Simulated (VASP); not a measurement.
A VASP calculation is set up with these files.

### INCAR
```
LASPH=.True.   ! aspherical one-centre terms
ISIF=2   ! forces and stress, cell fixed
LMAXMIX=4   ! l cut-off of mixed one-centre charges
LCHARG=.True.
LORBIT=11   ! lm-projected
SYSTEM=NbSc3N4
NELM=100   ! most electronic steps
ISMEAR=-5   ! tetrahedra, Bloechl
ALGO=Normal
NEDOS=601   ! DOS grid
EDIFF=1E-7
PREC=Accurate
LEFG=.True.
GGA=PS   ! PBEsol
LWAVE=.False.
ENCUT=520   ! plane-wave cut-off (eV)
LREAL=.False.
```

**POSCAR**
```
NbSc3N4
1
   -0.0000000000     2.2135694581     2.2135694581
    2.2135694581    -0.0000000000     2.2135694581
    8.8852593558     8.8852593558    -0.0309815233
Sc N Nb
3 4 1
Direct
  0.0009596285   0.0009596285   0.9992802787
  0.0000000000   0.0000000000   0.2500000000
  0.9990403715   0.9990403715   0.5007197213
  0.5018444641   0.5018444641   0.1236166520
  0.4981555359   0.4981555359   0.3763833480
  0.4954868346   0.4954868346   0.6283848740
  0.5045131654   0.5045131654   0.8716151260
  0.0000000000   0.0000000000   0.7500000000
```

KPOINTS:
```
Automatic mesh
0
Gamma
13 13 4
0 0 0
```

POTCAR, in this order: Sc_sv N Nb_sv (PBE.64 set). Program: vasp_std.

Question: Write an equivalent input for Quantum ESPRESSO's pw.x.

Answer: One equivalent input (not run):
```
&CONTROL
  calculation = 'scf'
  pseudo_dir = './pseudo'
  outdir = './out'
  tprnfor = .true.
  tstress = .true.
/
&SYSTEM
  ibrav = 0
  nat = 8
  ntyp = 3
  ecutwfc = 84
  occupations = 'tetrahedra'
  input_dft = 'pbesol'
/
&ELECTRONS
  conv_thr = 7.3e-09
  electron_maxstep = 100
/
ATOMIC_SPECIES
  Sc 44.956 Sc.upf
  N 14.007 N.upf
  Nb 92.906 Nb.upf
CELL_PARAMETERS angstrom
    -0.0000000    2.2135695    2.2135695
     2.2135695   -0.0000000    2.2135695
     8.8852594    8.8852594   -0.0309815
ATOMIC_POSITIONS crystal
  Sc   0.0009596  0.0009596  0.9992803
  Sc   0.0000000  0.0000000  0.2500000
  Sc   0.9990404  0.9990404  0.5007197
  N    0.5018445  0.5018445  0.1236167
  N    0.4981555  0.4981555  0.3763833
  N    0.4954868  0.4954868  0.6283849
  N    0.5045132  0.5045132  0.8716151
  Nb   0.0000000  0.0000000  0.7500000
K_POINTS automatic
  13 13 4 0 0 0
```
What does not carry over: the potentials are each code's own (VASP's PAW set, PseudoDojo norm-conserving files in pw.x), so ENCUT and ecutwfc are chosen apart and not converted; conv_thr bounds pw.x's estimated SCF error, while EDIFF bounds the energy change between steps; the field gradients of LEFG aren't asked of the other code.

The structure was generated: NbSc3N4 was put into an ordered model structure (R-3m), which need not be its known phase. It was relaxed first.
